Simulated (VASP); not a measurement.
Here is a VASP 6.6.1 calculation.

The input INCAR:

```
SYSTEM = GaGeTe
PREC = Accurate
ENCUT = 600
EDIFF = 1E-7
ISMEAR = 0
SIGMA = 0.03
LREAL = .FALSE.
LASPH = .TRUE.
NELM = 80
ALGO = Normal
ISIF = 3
LWAVE = .FALSE.
LCHARG = .FALSE.
GGA = CA
IBRION = 2
NSW = 90
EDIFFG = -0.005
KPAR = 4
```

Contents of KPOINTS:

```
regular mesh
0
G
  9 9 2
  0 0 0
```

The input POSCAR:

```
GaGeTe                                  
1.0
    4.0186587883      0.0000000000      0.0000000000
   -2.0093293941      3.4802606018     -0.0000000000
    0.0000000000      0.0000000000     22.7694878937
  Ga              Ge              Te            
     4     4     4
Direct
     1.0000000000000000    0.0000000000000000    0.1268398534660230
     0.0000000000000000    0.0000000000000000    0.6268398534660228
     0.3333333300000021    0.6666666699999979    0.3730420062389558
     0.6666666699999979    0.3333333300000021    0.8730420062389558
     0.0000000000000000    0.0000000000000000    0.2325988132056535
     1.0000000000000000    0.0000000000000000    0.7325988132056535
     0.3333333300000021    0.6666666699999979    0.2673243289348457
     0.6666666699999979    0.3333333300000021    0.7673243289348457
     0.3333333300000021    0.6666666699999979    0.5717223597808571
     0.6666666699999979    0.3333333300000021    0.0717223597808572
     0.3333333300000021    0.6666666699999979    0.9283726383736687
     0.6666666699999979    0.3333333300000021    0.4283726383736687
```

Potentials or basis: VASP PAW LDA potentials, release 64 (Ga_d, Ge_d, Te).

Run with:

```console
$ cat potpaw_LDA.64/Ga_d/POTCAR potpaw_LDA.64/Ge_d/POTCAR potpaw_LDA.64/Te/POTCAR > POTCAR
$ mpirun -np 4 vasp_std > vasp.out
```

(1) Predict the relaxed volume.

(2) What does it give for the space group after relaxing (to 0.05 Å)?

## Answers

(1) 26.50 Å³/atom.

(2) P6_3mc (No. 186).
